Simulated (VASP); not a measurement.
Given:

```xyz
2
Lattice="1.3670 -2.3677 0.0000 1.3670 2.3677 0.0000 0.0000 0.0000 4.4307" Properties=species:S:1:pos:R:3 pbc="T T T"
Re     1.3670     0.7892     1.1077
Re     1.3670    -0.7892     3.3230
```

Level of theory: SCAN meta-GGA, VASP's PBE PAW potentials (set 64) (plane waves; VASP). Run with 520 eV cut-off, 14×14×8 Γ-centred mesh, first-order Methfessel-Paxton smearing of 0.10 eV, potentials Re.

Unless said otherwise, spin-orbit coupling is left out, though it shifts the bands of the heavy elements here.

Q: Predict the energy per atom (σ→0), band gap (on the k-mesh) with the smallest direct gap where there is one.

A: 
```yaml
band gap (on the k-mesh): none (metal, semimetal or under 0.01 eV)
energy per atom (σ→0): -71.109 eV/atom
```

The compound is Re in the hcp structure. It was relaxed first. The start is the result of an earlier pass.
